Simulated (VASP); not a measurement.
```xyz
2
Lattice="0.0000 2.2452 2.2452 2.2452 0.0000 2.2452 2.2452 2.2452 0.0000" Properties=species:S:1:pos:R:3 pbc="T T T"
Hf     0.0000     0.0000     0.0000
N      2.2452     2.2452     2.2452
```

These are PBEsol GGA, VASP's PBE PAW potentials (set 64) (plane waves; VASP) values and carry that method's errors. Run with 600 eV cut-off, 14×14×14 Γ-centred mesh, first-order Methfessel-Paxton smearing of 0.10 eV, potentials Hf_pv N.

Unless said otherwise, spin-orbit coupling is left out, though it shifts the bands of the heavy elements here.

### Question
What does the run give for the energy per atom (σ→0), band gap (on the k-mesh) with the smallest direct gap where there is one?

### Answer

```json
{
 "band gap (on the k-mesh)": "none (metal, semimetal or under 0.01 eV)",
 "energy per atom (σ→0)": "-11.496 eV/atom"
}
```

Total energies compare only between runs with the same potentials, cut-off and functional.

The compound is HfN in the rock salt structure. It was relaxed first. The electron count is odd and the run is not spin-polarised, which forces a metal.
